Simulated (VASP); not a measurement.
# A VASP study of RuS2 (Laurite) (r2SCAN): structure first, properties next, part 2 of 2

What structure does RuS2 (Laurite) take at this level, and what are its properties? The start is a cell from a database of measured crystal structures.

VASP 6.6.1; r2SCAN; plane waves and PAW (Ru_pv, S).

So far, gap on the k-mesh (eV): step 2 (full relaxation (r2SCAN)) 0.925; step 5 (density of states (r2SCAN)) 0.921. The relaxed cell has a = 5.628 Å (conventional setting).

## 6. Optical spectrum (r2SCAN) (continued)

Imaginary dielectric function, xx against photon energy; read off at these points:

```
photon energy (eV)  imaginary dielectric function, xx
              0.00                                  0
              0.50                             0.0928
              1.00                              0.223
              1.50                              0.566
              2.00                               1.67
              2.50                               7.28
              3.00                               17.5
              3.50                               24.8
              3.60                               25.0
              4.00                               19.4
              4.50                               15.3
              5.00                               11.5
              5.50                               8.88
              6.00                               7.72
              6.50                               6.77
              7.00                               6.51
              7.50                               6.56
              8.00                               7.22
              8.50                               8.33
              9.00                               5.45
              9.50                               5.21
             10.00                               6.03
             10.50                               5.87
             11.00                               5.42
             11.50                               4.13
             12.00                               4.41
             12.50                               3.61
             13.00                               3.21
             13.50                               3.17
             14.00                               2.81
             14.50                               2.80
             15.00                               2.41
             15.50                               1.93
             16.00                               1.73
             16.50                               1.54
             17.00                               1.38
             17.50                               1.15
             18.00                               1.07
             18.50                              0.995
             19.00                              0.862
             19.50                              0.733
             20.00                              0.622
             20.50                              0.587
             21.00                              0.548
             21.50                              0.555
             22.00                              0.506
             22.50                              0.509
             23.00                              0.464
             23.50                              0.456
             24.00                              0.399
             24.50                              0.385
```

Table of real dielectric function, xx by photon energy:

```
photon energy (eV)  real dielectric function, xx
                 0                          14.5
                 1                          15.5
                 2                          20.4
                 3                          21.9
                 4                          3.76
                 5                         -1.03
                 6                        -0.189
                 7                         0.705
                 8                         0.993
                 9                         -1.46
                10                         0.437
                11                         -1.72
                12                         -1.45
                13                         -1.53
                14                         -1.63
                15                         -1.93
                16                         -1.63
                17                         -1.37
                18                         -1.09
                19                        -0.944
                20                        -0.692
                21                        -0.496
                22                        -0.307
                23                        -0.225
                24                        -0.124
```

The mean of ε2 over directions passes 5 % of its top at 1.95 eV, against a least direct gap of 1.17 eV on this mesh, so the first direct transitions are weak, forbidden or few. The indirect gap (0.90 eV in the band run) doesn't show, since phonons are left out.

## 7. Electric field gradients (r2SCAN)

Field gradients probe how far the charge around each nucleus departs from cubic symmetry; LASPH keeps the non-spherical terms inside the spheres.

Contents of INCAR:

```
SYSTEM = RuS2
PREC = Accurate
ENCUT = 400
EDIFF = 1E-07
NELM = 100
ISMEAR = 0
SIGMA = 0.05
LREAL = .FALSE.
ALGO = Normal
METAGGA = R2SCAN
LASPH = .TRUE.
NBANDS = 64
LORBIT = 11
LWAVE = .FALSE.
LCHARG = .FALSE.
KPAR = 8
LEFG = .TRUE.
```

Contents of POSCAR:

```
RuS2
1.0
    5.6276365976      0.0000000000      0.0000000000
    0.0000000000      5.6276365976      0.0000000000
    0.0000000000      0.0000000000      5.6276365976
Ru S
4 8
Direct
    0.0000000000      0.0000000000      0.0000000000
    0.5000000000      0.0000000000      0.5000000000
    0.5000000000      0.5000000000      0.0000000000
    0.0000000000      0.5000000000      0.5000000000
    0.3882039241      0.3882039241      0.3882039241
    0.1117960759      0.6117960759      0.8882039241
    0.8882039241      0.1117960759      0.6117960759
    0.6117960759      0.8882039241      0.1117960759
    0.6117960759      0.6117960759      0.6117960759
    0.8882039241      0.3882039241      0.1117960759
    0.1117960759      0.8882039241      0.3882039241
    0.3882039241      0.1117960759      0.8882039241
```

Contents of KPOINTS:

```
Automatic mesh
0
Gamma
4 4 4
0 0 0
```

PAW data sets: Ru_pv and S (PBE family, release 64).

On the command line:

```
$ mpirun -np 8 vasp_std
```

The job ended after 35 s (8 MPI ranks of Intel Xeon 6975P-C (Granite Rapids), shared host; peak memory 2.5 GiB).

This step gave:

* SCF cycles: 17
* bands: 64
* free energy (TOTEN): -174.1989 eV
* Fermi energy: 8.938 eV
* pressure: 0.04278 GPa
* valence top at k: 0.5, 0, 0
* gap on the k-mesh: 0.9255 eV
* least direct gap on the k-mesh: 1.171 eV

Electric field gradients, by row:

```
atom  Vxx (V/Å²)  Vyy (V/Å²)  Vzz (V/Å²)  asymmetry
 Ru1       14.45       14.45       -28.9          0
 Ru2       14.45       14.45       -28.9          0
 Ru3       14.45       14.45       -28.9          0
 Ru4       14.45       14.45       -28.9          0
  S5      -77.76      -77.76       155.5          0
  S6      -77.76      -77.76       155.5          0
  S7      -77.76      -77.76       155.5          0
  S8      -77.76      -77.76       155.5          0
  S9      -77.76      -77.76       155.5          0
 S10      -77.76      -77.76       155.5          0
 S11      -77.76      -77.76       155.5          0
 S12      -77.76      -77.76       155.5          0
```

The largest gradient, 155.52 V/Å², sits on S5 and like sites; times the quadrupole moment of a nucleus that has one, it gives the coupling that NMR and NQR see.

## 8. Summary of results

```json
{
 "relaxed volume": "14.85 Å³/atom",
 "relaxed conventional cell a, b, c": "5.628, 5.628, 5.628 Å",
 "space group after relaxing, within 0.02 Å": "Pa-3 (No. 205)",
 "band gap": "0.904 eV, indirect (least direct gap of that run 1.17 eV)",
 "gap among the points of the DOS mesh alone, an upper bound": "0.921 eV",
 "strongest peak of ε2, mean over directions": "3.60 eV",
 "ε1 at zero frequency, no local fields, mean": "14.5",
 "largest field gradient Vzz": "155.52 V/Å² on S5"
}
```

With r2SCAN, RuS2 (Laurite) relaxes to 14.85 Å³/atom in space group Pa-3 (held by the symmetry of the run) and has an indirect gap of 0.904 eV. Against the listed cell the volume lies +0.9 %. Band structure (r2SCAN): The path shows an indirect gap of 0.90 eV (valence top between Γ and X, conduction bottom at Γ). The least direct gap is 1.17 eV. Semilocal functionals usually underestimate gaps. Spin-orbit coupling is left out; it would split some degenerate bands. No search among competing phases was made, and a listed structure need not be the one stable at ambient conditions. All values are for a static lattice at zero temperature.

[Lines on the potential files, build, host, timing and source positions are cut from VASP's logs without a mark.]

[Logs are printed without paths, hosts, clocks, repeated set-up lines and the standing remarks that a program may print on its own settings, such as how far it seeks lower states.]

[Hosts, paths, dates, database ids (printed as entryN), source tags and the programs' standing remarks are cut or masked in the printed files.]

[A measured line is paired with the nearest computed mode of its activity, which favours agreement.]
